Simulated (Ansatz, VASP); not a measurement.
# Cross-check of H8C6F5 (amorphous poly(vinylidene fluoride) at 300 K) between VASP and Ansatz

One calculation is typed for both programs; each brings its own data sets. How far apart do they land? Of the first pair: The structure shown is the end of the Ansatz relaxation below.

Main program and level: Ansatz 0.2.0; plane waves, with VASP 6.6.1 beside it; single point at PBE with D4.

### Step 1. Starting point

The cell holds 114 atoms: 36 C, 30 F and 48 H. Its edges and angles: a = 11.467 Å, b = 10.310 Å, c = 10.124 Å, α = 86.8°, β = 87.3°, γ = 86.7°. As first built, before any earlier steps moved the atoms (in the runner's words): 3 poly(vinylidene fluoride) chains of 5 units placed at random, at 1.6 g/cm^3; overlaps pushed apart, then 20 ps at 800 K with MMFF94 bonds, angles, torsions, charges and radii (Halgren, J. Comput. Chem. 17, 490 (1996)) in harmonic and 12-6 forms; charges of ions scaled by 0.8. Snapshot after 30 ps at 300 K and fixed volume.

### Step 2. Ansatz: relaxation, PBE with D4

Ansatz runs on its default PAW (the set named soft_2) files.

This run makes the geometry at which the two programs are then compared.

Contents of input.yaml:

```yaml
crystal:
  lattice:
    - [11.45968, 0.31694, 0.2509]
    - [0.30535, 10.3013, 0.28121]
    - [0.25371, 0.28372, 10.11731]
  atoms:
    - { symbol: C, position: [0.67366, 0.25285, 0.22006] }
    - { symbol: C, position: [0.64607, 0.16729, 0.10826] }
    - { symbol: C, position: [0.59975, 0.03542, 0.15495] }
    - { symbol: F, position: [0.50015, 0.05234, 0.23609] }
    - { symbol: F, position: [0.68086, 0.97014, 0.23591] }
    - { symbol: C, position: [0.57491, 0.9519, 0.04035] }
    - { symbol: C, position: [0.51897, 0.82108, 0.07037] }
    - { symbol: F, position: [0.40965, 0.83739, 0.13123] }
    - { symbol: F, position: [0.58358, 0.74669, 0.16126] }
    - { symbol: C, position: [0.51307, 0.741, 0.94751] }
    - { symbol: C, position: [0.4019, 0.75623, 0.87019] }
    - { symbol: F, position: [0.36339, 0.88568, 0.85788] }
    - { symbol: F, position: [0.31347, 0.69208, 0.94171] }
    - { symbol: C, position: [0.41304, 0.69751, 0.73455] }
    - { symbol: C, position: [0.46289, 0.78446, 0.62025] }
    - { symbol: F, position: [0.37321, 0.86859, 0.5754] }
    - { symbol: F, position: [0.54508, 0.86479, 0.66461] }
    - { symbol: C, position: [0.51392, 0.71761, 0.4988] }
    - { symbol: C, position: [0.6167, 0.62099, 0.51855] }
    - { symbol: F, position: [0.57827, 0.51122, 0.59331] }
    - { symbol: F, position: [0.69855, 0.67401, 0.59433] }
    - { symbol: C, position: [0.67691, 0.57688, 0.39269] }
    - { symbol: H, position: [0.70353, 0.34683, 0.17824] }
    - { symbol: H, position: [0.74404, 0.20844, 0.27892] }
    - { symbol: H, position: [0.5966, 0.26951, 0.28632] }
    - { symbol: H, position: [0.58003, 0.21591, 0.04556] }
    - { symbol: H, position: [0.72426, 0.15092, 0.04348] }
    - { symbol: H, position: [0.65789, 0.93458, 0.98461] }
    - { symbol: H, position: [0.5178, 0.00895, 0.97325] }
    - { symbol: H, position: [0.52224, 0.63782, 0.97973] }
[... 78 atom lines left out ...]
    - { symbol: H, position: [0.96178, 0.70056, 0.23595] }
    - { symbol: H, position: [0.01359, 0.50738, 0.9503] }
    - { symbol: H, position: [0.9687, 0.64969, 0.85754] }
    - { symbol: H, position: [0.82175, 0.39917, 0.68555] }
    - { symbol: H, position: [0.90255, 0.54454, 0.66168] }
    - { symbol: H, position: [0.97001, 0.3977, 0.73083] }
kpoints:
  mp_grid: { grid: [1, 1, 1] }
hamiltonian:
  xc: pbe
  dispersion: d4
scf:
  occupations: { method: fixed }
output:
  forces: true
  eigenvalues: true
  stress: true
relax:
  f_tol: 0.05
  max_steps: 70
```

Started as:

```sh
ansatz run input.yaml --threads 4 --pin off --max-ram 8192MiB --backend cpu --events-out ev --progress --plain --runs-dir out
```

Numbers of over 12 decimals in the logs are rounded to 6 here.

Log:

```text
Warning: output.stress: scf.convergence.dr2_threshold = 1e-7 eV (the SCF's general default) is looser than the 1.08e-8 eV advised for a printed stress (1e-10 eV for each atom of the cell: 114, of which 108 are counted). What an SCF threshold leaves in a stress goes as its square root, and in the free energy as the threshold itself, and one threshold admits the most on a small cell: [figures from the program's tests c [...]
Engine: ansatz 0.2.0, x86_64-unknown-linux-gnu
Pseudopotentials: kind: paw
Pseudopotential: C, paw, valence charge 4, recommended cutoff 420 eV (normal), C.paw.azcp
Pseudopotential: F, paw, valence charge 7, recommended cutoff 420 eV (normal), F.paw.azcp
Pseudopotential: H, paw, valence charge 1, recommended cutoff 420 eV (normal), H.paw.azcp
Functional definition: PBE
  parameter kappa = 0.804
  parameter beta = 0.066725
  exchange = pbe_x(kappa = kappa, mu = beta*pi^2/3)
  correlation = pbe_c(beta = beta)
Crystal: 114 atoms, lattice volume = 1191.840 Å³
Basis set: ecut = 420 eV, 23277 PW (Γ), exchange–correlation on 160×144×144 points (8 copies of the dense FFT grid, shifted against one another)
Bands: 315, of which v1, the nominal top of the filled ones, is band 201 counted from 1 (200 counted from 0)
Symmetry: 1 space group operations
Space group: P1 (ITA 1), of the structure as read, at distance tolerance 1.1e-4 Å
k-points: 1
Non-local potential: C, projectors of the file, l = 0: 2, l = 1: 2, l = 2: 1
Non-local potential: F, projectors of the file, l = 0: 2, l = 1: 2, l = 2: 1
Non-local potential: H, projectors of the file, l = 0: 2, l = 1: 1
PAW form: soft (Blöchl's): semilocal exchange-correlation on the pseudo side does not see the compensation charge
PAW one-centre angular grid: C, 110 points (default); XC on 64 Gauss nodes
PAW one-centre angular grid: F, 110 points (default); XC on 64 Gauss nodes
PAW one-centre angular grid: H, 110 points (default); XC on 64 Gauss nodes
Initial density: superposition of atomic densities (neutral atoms: chi_scale 0, normalization atom), corrected by the library's trained network
Initial wavefunctions: pseudopotential atomic-orbital guess
Functional: x = pbe(κ = 0.804, μ = 0.219515), c = pbe(β = 0.066725)
SCF iter   1: F=—  HF=-34050.108339 eV  |F-HF|=—  |Δ(HF+E_count)|=         —  Δρ=4.69e-3  dr2=2.99e-1  ethr=1.77e-3  ⟨swp⟩=5.0  Hψ=1088  notcnv=0  defer=111
preconditioner: auto → Resta (q_TF=auto, 2.276 Å⁻¹)  ε∞=2.4  [insulator: Δε(μ)=6.472 eV  Ē_g=18.090 eV  n_scr=238 (ndim 8)  ℏωp=21.6 eV  f_vac=0.271  ε∞_Penn≈2.4]
SCF iter   2: F=—  HF=-34050.054244 eV  |F-HF|=—  |Δ(HF+E_count)|=   5.41e-2  Δρ=2.24e-3  dr2=5.28e-2  ethr=7.44e-5  ⟨swp⟩=3.0  Hψ=566  notcnv=0  defer=112
SCF iter   3: F=—  HF=-34050.050202 eV  |F-HF|=—  |Δ(HF+E_count)|=   4.04e-3  Δρ=9.68e-4  dr2=1.40e-2  ethr=1.31e-5  ⟨swp⟩=3.0  Hψ=358  notcnv=0  defer=112
SCF iter   4: F=—  HF=-34050.048433 eV  |F-HF|=—  |Δ(HF+E_count)|=   1.77e-3  Δρ=2.90e-4  dr2=1.27e-3  ethr=3.49e-6  ⟨swp⟩=3.0  Hψ=368  notcnv=0  defer=111
SCF iter   5: F=—  HF=-34050.048352 eV  |F-HF|=—  |Δ(HF+E_count)|=   8.09e-5  Δρ=1.09e-4  dr2=1.51e-4  ethr=3.15e-7  ⟨swp⟩=2.0  Hψ=488  notcnv=0  defer=112
SCF iter   6: F=-34050.048354 eV  HF=-34050.048362 eV  |F-HF|=8.21e-6  |Δ(HF+E_count)|=   1.04e-5  Δρ=4.00e-5  dr2=1.66e-5  ethr=1.55e-8  ⟨swp⟩=12.0  Hψ=1971  notcnv=0
SCF 1 converged in 6 iterations: F = -34050.048354 eV  dr2 = 1.66e-5
  greatest PAW one-centre occupation: 0.933 electrons in one spin orbital (limit 2), on the F atom at site 88 (counted from 0), in its partial waves of l = 0
relax step   1: F+E_penalty+E_count = -34050.04835407 eV  Δ(F+E_penalty+E_count) = +0.000e0 eV  max|allowed force component| = 3.432e-1 eV/Å  Δτ_max = 0.0000 Å  (6 SCF iters, dr2 threshold 6.25e-5 eV, accepted)
Initial density: handed on by an earlier stage of this run
Initial wavefunctions: those handed on with the density
iter 1 solved again at ethr=8.09e-5 eV; its pass at ethr=3.10e-3 eV (dr2=3.25e-1 eV) is discarded
[...]
- { symbol: C, position: [0.519261, 0.820546, 0.069568] }
    - { symbol: F, position: [0.409833, 0.838686, 0.130529] }
    - { symbol: F, position: [0.584333, 0.745361, 0.160504] }
    - { symbol: C, position: [0.513676, 0.740276, 0.946982] }
    - { symbol: C, position: [0.402242, 0.756555, 0.869847] }
    - { symbol: F, position: [0.362408, 0.886440, 0.857432] }
    - { symbol: F, position: [0.314556, 0.693325, 0.941546] }
    - { symbol: C, position: [0.413596, 0.697686, 0.734253] }
    - { symbol: C, position: [0.463498, 0.783397, 0.619858] }
    - { symbol: F, position: [0.373195, 0.868402, 0.574052] }
    - { symbol: F, position: [0.544732, 0.862998, 0.664016] }
    - { symbol: C, position: [0.515140, 0.714950, 0.498987] }
    - { symbol: C, position: [0.620787, 0.619874, 0.518405] }
    - { symbol: F, position: [0.587435, 0.512652, 0.599722] }
    - { symbol: F, position: [0.704100, 0.677229, 0.587203] }
    - { symbol: C, position: [0.677730, 0.570437, 0.392527] }
    - { symbol: H, position: [0.702063, 0.343639, 0.175087] }
    - { symbol: H, position: [0.742772, 0.205046, 0.276655] }
    - { symbol: H, position: [0.595072, 0.268786, 0.283261] }
    - { symbol: H, position: [0.579024, 0.214229, 0.042940] }
    - { symbol: H, position: [0.723500, 0.146645, 0.041384] }
    - { symbol: H, position: [0.657473, 0.931687, 0.983148] }
    - { symbol: H, position: [0.516909, 0.00825569, 0.972038] }
    - { symbol: H, position: [0.523685, 0.637070, 0.979480] }
    - { symbol: H, position: [0.589054, 0.760352, 0.879941] }
    - { symbol: H, position: [0.326554, 0.672515, 0.707311] }
    - { symbol: H, position: [0.467296, 0.606600, 0.744070] }
    - { symbol: H, position: [0.539694, 0.791345, 0.424592] }
    - { symbol: H, position: [0.445698, 0.662423, 0.458459] }
    - { symbol: H, position: [0.713253, 0.650811, 0.331052] }
    - { symbol: H, position: [0.748900, 0.499088, 0.417653] }
    - { symbol: H, position: [0.614254, 0.524270, 0.335448] }
    - { symbol: C, position: [0.597703, 0.204971, 0.714136] }
    - { symbol: C, position: [0.666480, 0.138416, 0.601821] }
    - { symbol: C, position: [0.774519, 0.058457, 0.646442] }
    - { symbol: F, position: [0.853913, 0.142952, 0.688272] }
    - { symbol: F, position: [0.746915, 0.979861, 0.758010] }
    - { symbol: C, position: [0.831108, 0.974651, 0.538884] }
    - { symbol: C, position: [0.945690, 0.897681, 0.566752] }
    - { symbol: F, position: [0.974044, 0.827481, 0.455019] }
    - { symbol: F, position: [0.926039, 0.804627, 0.668287] }
    - { symbol: C, position: [0.052777, 0.966859, 0.603464] }
    - { symbol: C, position: [0.102419, 0.067063, 0.502691] }
    - { symbol: F, position: [0.143175, 0.0070753, 0.389372] }
    - { symbol: F, position: [0.014250, 0.156556, 0.461232] }
    - { symbol: C, position: [0.200608, 0.137910, 0.558792] }
    - { symbol: C, position: [0.248773, 0.253022, 0.476390] }
    - { symbol: F, position: [0.345337, 0.287803, 0.541819] }
    - { symbol: F, position: [0.293019, 0.213558, 0.354627] }
    - { symbol: C, position: [0.164335, 0.371380, 0.456052] }
    - { symbol: C, position: [0.217259, 0.500388, 0.413649] }
    - { symbol: F, position: [0.272026, 0.546074, 0.520744] }
    - { symbol: F, position: [0.122813, 0.588632, 0.393012] }
    - { symbol: C, position: [0.299818, 0.505964, 0.293169] }
    - { symbol: H, position: [0.558796, 0.132655, 0.783757] }
    - { symbol: H, position: [0.653353, 0.263994, 0.769104] }
    - { symbol: H, position: [0.526894, 0.268926, 0.674028] }
    - { symbol: H, position: [0.696803, 0.210648, 0.525828] }
    - { symbol: H, position: [0.610827, 0.074456, 0.552722] }
    - { symbol: H, position: [0.768357, 0.902984, 0.517793] }
    - { symbol: H, position: [0.844696, 0.037042, 0.448908] }
    - { symbol: H, position: [0.122229, 0.891060, 0.622051] }
[...]
- { symbol: C, position: [0.356731, 0.363082, 0.919784] }
    - { symbol: C, position: [0.316951, 0.232733, 0.979019] }
    - { symbol: C, position: [0.184803, 0.226112, 0.994425] }
    - { symbol: F, position: [0.140109, 0.324245, 0.074982] }
    - { symbol: F, position: [0.136759, 0.257371, 0.871888] }
    - { symbol: C, position: [0.146991, 0.094013, 0.050657] }
    - { symbol: C, position: [0.016852, 0.069777, 0.056396] }
    - { symbol: F, position: [0.975117, 0.079475, 0.929992] }
    - { symbol: F, position: [0.954685, 0.166554, 0.124428] }
    - { symbol: C, position: [0.980968, 0.940739, 0.123765] }
    - { symbol: C, position: [0.050185, 0.817606, 0.083470] }
    - { symbol: F, position: [0.070429, 0.819767, 0.947076] }
    - { symbol: F, position: [0.159601, 0.816494, 0.136122] }
    - { symbol: C, position: [0.997287, 0.690153, 0.132868] }
    - { symbol: C, position: [0.900010, 0.640034, 0.054521] }
    - { symbol: F, position: [0.842132, 0.552899, 0.139897] }
    - { symbol: F, position: [0.818443, 0.741278, 0.026289] }
    - { symbol: C, position: [0.940175, 0.574149, 0.928068] }
    - { symbol: C, position: [0.851237, 0.496092, 0.863114] }
    - { symbol: F, position: [0.828355, 0.384862, 0.941579] }
    - { symbol: F, position: [0.744469, 0.566397, 0.856758] }
    - { symbol: C, position: [0.891274, 0.456237, 0.726186] }
[...]
- { symbol: H, position: [0.988624, 0.945575, 0.230837] }
    - { symbol: H, position: [0.068806, 0.615008, 0.137007] }
    - { symbol: H, position: [0.962896, 0.701485, 0.234771] }
    - { symbol: H, position: [0.015402, 0.506920, 0.949752] }
    - { symbol: H, position: [0.970379, 0.649779, 0.856225] }
    - { symbol: H, position: [0.824266, 0.399988, 0.686196] }
    - { symbol: H, position: [0.906313, 0.542561, 0.660871] }
    - { symbol: H, position: [0.972193, 0.394642, 0.733181] }
```

Reading the cycles: dr2 is the Hartree energy of the density residual (eV), the measure of convergence; HF is the Harris–Foulkes estimate of the energy, which meets the free energy F at convergence.

### Step 3. VASP: single point, PBE with D4, pair 1

The same cell, functional and mesh now go to VASP, with its own data sets.

Lines of VASP's logs that name or quote its potential files are left out, and so is its time.

Contents of INCAR:

```
SYSTEM = H8C6F5
PREC = Accurate
ENCUT = 600
EDIFF = 1E-06
NELM = 120
ISMEAR = 0
SIGMA = 0.01
LREAL = Auto
ALGO = Normal
GGA = PE
IVDW = 13
NBANDS = 288
LORBIT = 11
LWAVE = .FALSE.
LCHARG = .FALSE.
ISIF = 2
LASPH = .TRUE.
GGA_COMPAT = .FALSE.
EFERMI = MIDGAP
NCORE = 4
```

Contents of POSCAR:

```
H8C6F5
1.0
   11.4596800000      0.3169400000      0.2509000000
    0.3053500000     10.3013000000      0.2812100000
    0.2537100000      0.2837200000     10.1173100000
C F H
36 30 48
Direct
    0.6723700000      0.2504000000      0.2173300000
    0.6451800000      0.1647500000      0.1060000000
    0.5991600000      0.0339000000      0.1532900000
    0.5745000000      0.9504600000      0.0390600000
    0.5192600000      0.8205500000      0.0695700000
    0.5136800000      0.7402800000      0.9469800000
    0.4022400000      0.7565500000      0.8698500000
    0.4136000000      0.6976900000      0.7342500000
    0.4635000000      0.7834000000      0.6198600000
    0.5151400000      0.7149500000      0.4989900000
    0.6207900000      0.6198700000      0.5184000000
    0.6777300000      0.5704400000      0.3925300000
    0.5977000000      0.2049700000      0.7141400000
    0.6664800000      0.1384200000      0.6018200000
    0.7745200000      0.0584600000      0.6464400000
    0.8311100000      0.9746500000      0.5388800000
    0.9456900000      0.8976800000      0.5667500000
    0.0527800000      0.9668600000      0.6034600000
    0.1024200000      0.0670600000      0.5026900000
    0.2006100000      0.1379100000      0.5587900000
    0.2487700000      0.2530200000      0.4763900000
    0.1643300000      0.3713800000      0.4560500000
    0.2172600000      0.5003900000      0.4136500000
    0.2998200000      0.5059600000      0.2931700000
    0.3567300000      0.3630800000      0.9197800000
    0.3169500000      0.2327300000      0.9790200000
    0.1848000000      0.2261100000      0.9944200000
    0.1469900000      0.0940100000      0.0506600000
    0.0168500000      0.0697800000      0.0564000000
    0.9809700000      0.9407400000      0.1237700000
[... 78 atom lines left out ...]
    0.9629000000      0.7014800000      0.2347700000
    0.0154000000      0.5069200000      0.9497500000
    0.9703800000      0.6497800000      0.8562300000
    0.8242700000      0.3999900000      0.6862000000
    0.9063100000      0.5425600000      0.6608700000
    0.9721900000      0.3946400000      0.7331800000
```

Contents of KPOINTS:

```
Automatic mesh
0
Gamma
1 1 1
0 0 0
```

PAW data sets: C, F and H (PBE family, release 64).

Started as:

```sh
mpirun -np 16 vasp_gam
```

Log:

```text
[banner, memory and clock lines left out]
running   16 mpi-ranks, on    1 nodes
[...]
LDA part: xc-table for (Slater+PW92), standard interpolation
 POSCAR, INCAR and KPOINTS ok, starting setup
[...]
entering main loop
       N       E                     dE             d eps       ncg     rms          rms(c)
DAV:   1     0.357959984792E+04    0.35796E+04   -0.25047E+05   592   0.150E+03
DAV:   2    -0.329217383973E+03   -0.39088E+04   -0.37343E+04   704   0.350E+02
DAV:   3    -0.670630111785E+03   -0.34141E+03   -0.33883E+03   696   0.106E+02
DAV:   4    -0.677512163352E+03   -0.68821E+01   -0.68546E+01   720   0.165E+01
[...]
DAV:  17    -0.629376990372E+03    0.12077E-06   -0.60593E-05   712   0.220E-02    0.856E-03
DAV:  18    -0.629376989257E+03    0.11147E-05   -0.51419E-06   704   0.651E-03    0.548E-03
DAV:  19    -0.629376988495E+03    0.76226E-06   -0.13740E-06   464   0.450E-03
   1 F= -.63472718E+03 E0= -.63472718E+03  d E =0.000000E+00
```

Parts of OUTCAR (step 3):

```text
  FREE ENERGIE OF THE ION-ELECTRON SYSTEM (eV)
  ---------------------------------------------------
  free  energy   TOTEN  =      -634.7271790181 eV

  energy  without entropy=     -634.7271790181  energy(sigma->0) =     -634.72717902
```

The run ends at a pressure of 0.32 GPa, with forces up to 0.40 eV/Å.

### Step 4. Side by side

Known differences besides the potentials themselves: fixed occupations in Ansatz, narrow Gaussian smearing in VASP; the cutoff is 420 eV in Ansatz and 600 eV in VASP (PREC = Accurate, projectors in real space). Total energies have different zeros and are not compared.

The two programs side by side:

```csv
quantity,Ansatz,VASP,difference
pressure (GPa),-0.02,0.32,-0.34
gap on the k mesh (eV),6.443,6.443,0.000
```

Forces on 8 of the 114 atoms, those with the largest forces and the largest differences (eV/Å; atoms numbered as in POSCAR):

```csv
atom,"Ansatz x, y, z","VASP x, y, z"
C5,"-0.006, -0.002, 0.003","0.119, 0.130, -0.355"
C7,"0.005, 0.004, -0.003","0.338, -0.131, -0.141"
C9,"-0.013, -0.004, -0.017","-0.021, -0.392, -0.031"
C15,"-0.004, -0.001, -0.015","-0.149, -0.028, -0.366"
C19,"-0.013, 0.007, -0.013","0.111, -0.040, 0.352"
C23,"-0.010, 0.003, -0.008","0.092, -0.313, -0.207"
C29,"-0.009, 0.000, 0.005","0.270, -0.242, 0.142"
C31,"-0.003, 0.008, -0.002","-0.345, -0.001, 0.180"
```

The forces differ by 130 meV/Å r.m.s., where the r.m.s. force is 0.007 eV/Å in Ansatz and 0.128 eV/Å in VASP: the atoms lie near their places of rest in Ansatz, so a percentage would say little (all taken over all components). A gap on the mesh is an upper bound, since the band edges may lie between its points.

### Step 5. Ansatz: relaxation, PBE with D4

This run makes the geometry at which the two programs are then compared. The cell compared in this pair holds 1072.76 Å³, against 1191.84 Å³ for the pair before.

The structure compared here is the end of the Ansatz relaxation.

Changes to input.yaml since step 2:

```diff
@@ -2,5 +2,5 @@
   lattice:
-    - [11.45968, 0.31694, 0.2509]
-    - [0.30535, 10.3013, 0.28121]
-    - [0.25371, 0.28372, 10.11731]
+    - [11.06225, 0.19538, 0.24224]
+    - [0.19538, 9.94385, 0.27151]
+    - [0.24224, 0.27151, 9.76816]
   atoms:
```

Started as:

```sh
ansatz run input.yaml --threads 4 --pin off --max-ram 8192MiB --backend cpu --events-out ev --progress --plain --runs-dir out
```

Log:

```text
[...]
Crystal: 114 atoms, lattice volume = 1072.765 Å³
Basis set: ecut = 420 eV, 20999 PW (Γ), exchange–correlation on 150×144×144 points (8 copies of the dense FFT grid, shifted against one another)
Bands: 315, of which v1, the nominal top of the filled ones, is band 201 counted from 1 (200 counted from 0)
Symmetry: 1 space group operations
[...]
k-points: 1
[...]
- { symbol: F, position: [0.826343, 0.541385, 0.128787] }
    - { symbol: F, position: [0.812048, 0.736034, 0.0085763] }
    - { symbol: C, position: [0.939649, 0.561759, 0.917235] }
    - { symbol: C, position: [0.849770, 0.476648, 0.849725] }
    - { symbol: F, position: [0.835923, 0.356027, 0.926296] }
    - { symbol: F, position: [0.735141, 0.538272, 0.853207] }
    - { symbol: C, position: [0.888545, 0.445932, 0.704408] }
[...]
- { symbol: H, position: [0.972858, 0.639679, 0.843006] }
    - { symbol: H, position: [0.818829, 0.389210, 0.659983] }
    - { symbol: H, position: [0.903953, 0.539338, 0.642709] }
    - { symbol: H, position: [0.972208, 0.383561, 0.707103] }
```

[end of part 1 of 2]

[Lines on the potential files, build, host, timing and source positions are cut from VASP's logs without a mark.]

[Logs are printed without paths, hosts, clocks, repeated set-up lines and the standing remarks that a program may print on its own settings, such as how far it seeks lower states.]

[Hosts, paths, dates, database ids (printed as entryN), source tags and the programs' standing remarks are cut or masked in the printed files.]

[The MMFF94 radii named for the starting cell were scaled by 0.96; in molecules described by MMFF94, hydrogen bound to N, O or S took a small fixed 12-6 site in their place.]
